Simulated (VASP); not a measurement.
Method: PBEsol GGA, VASP's PBE PAW potentials (set 64) (plane waves; VASP).

VASP input:

INCAR:
```
ISIF = 3
LASPH = .True.   ! aspherical one-centre terms
NELM = 100
ENCUT = 530
NFREE = 2
IBRION = 6
POTIM = 0.015
LREAL = .False.
SYSTEM = SrCl2
SIGMA = 0.05   ! width (eV)
EDIFF = 1E-7   ! SCF stop (eV)
ISMEAR = 0
LMAXMIX = 4   ! l cut-off of mixed one-centre charges
LWAVE = .False.
GGA = PS
ALGO = Normal   ! blocked Davidson
PREC = Accurate
NSW = 1   ! most ionic steps
LCHARG = .False.
```

KPOINTS:
```
K-points
0
gamma
  5 5 5
```

**POSCAR**
```
SrCl2
1
    0.0000000000     3.4601064369     3.4601064369
    3.4601064369     0.0000000000     3.4601064369
    3.4601064369     3.4601064369     0.0000000000
Sr Cl
1 2
Direct
  0.0000000000   0.0000000000   0.0000000000
  0.2500000000   0.2500000000   0.2500000000
  0.7500000000   0.7500000000   0.7500000000
```

POTCAR, in this order: Sr_sv Cl (PBE.64 set). Program: vasp_std.

The resulting files:

OUTCAR:
```


 TOTAL ELASTIC MODULI (kBar)
 Direction    XX          YY          ZZ          XY          YZ          ZX
 --------------------------------------------------------------------------------
 XX         731.0203    208.3633    208.3633      0.0000     -0.0000      0.0000
 YY         208.3633    731.0203    208.3633     -0.0000      0.0000      0.0000
 ZZ         208.3633    208.3633    731.0203     -0.0000     -0.0000     -0.0000
 XY           0.0000     -0.0000     -0.0000    103.4850      0.0000     -0.0000
 YZ          -0.0000      0.0000     -0.0000      0.0000    103.4850      0.0000
 ZX           0.0000      0.0000     -0.0000     -0.0000      0.0000    103.4850
 --------------------------------------------------------------------------------
```
(Selected blocks of OUTCAR.)

The compound is SrCl2 in the fluorite structure. It was relaxed first.
